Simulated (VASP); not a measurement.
Input of a VASP 6.6.1 run:

The input INCAR:

```
ALGO = Normal
EDIFF = 1E-6
ENCUT = 520
GGA = PE
ISIF = 2
ISMEAR = -5
LASPH = True
LCHARG = False
LREAL = False
LWAVE = False
NBANDS = 34
NELM = 100
PREC = Accurate
SIGMA = 0.1
```

Contents of KPOINTS:

```
k-points
0
Gamma
  5 5 5
```

File POSCAR:

```
CeSb2Rh2
1.0
    0.0000000000      4.4566460000      0.0000000000
    4.4566460000      0.0000000000      0.0000000000
    2.2283230000      2.2283230000     -5.0536540000
Sb Ce Rh
2 1 2
Direct
    0.3750000000      0.3750000000      0.2500000000
    0.6250000000      0.6250000000      0.7500000000
    0.0000000000      0.0000000000      0.0000000000
    0.7500000000      0.2500000000      0.5000000000
    0.2500000000      0.7500000000      0.5000000000
```

Potentials or basis: VASP PAW PBE potentials, release 64 (Sb, Ce, Rh_pv).

The run is started by

```sh
$ cat potpaw_PBE.64/Sb/POTCAR potpaw_PBE.64/Ce/POTCAR potpaw_PBE.64/Rh_pv/POTCAR > POTCAR
$ mpirun -np 1 vasp_std > vasp.out
```

What does it give for the band gap on the k mesh?

None (metal or under the smearing width).

Predict the pressure.

11.9 GPa.

Predict the largest force.

2.139 eV/Å.

Forces on the atoms (eV/Å):
```
Sb   0.000  0.000 -2.139
Sb   0.000  0.000  2.139
Ce   0.000  0.000  0.000
Rh   0.000  0.000  0.000
Rh   0.000  0.000  0.000
```

Caveat: without U or exact exchange the open f shell lies at the Fermi level, which spoils levels, moments and volumes; forces of over 1 eV/Å show positions far from the minimum, so gaps and moduli don't describe the material at rest; tetrahedron occupations give inexact forces and stress in metals. The run has no spin-orbit coupling, so splittings on Ce, Sb are missing.
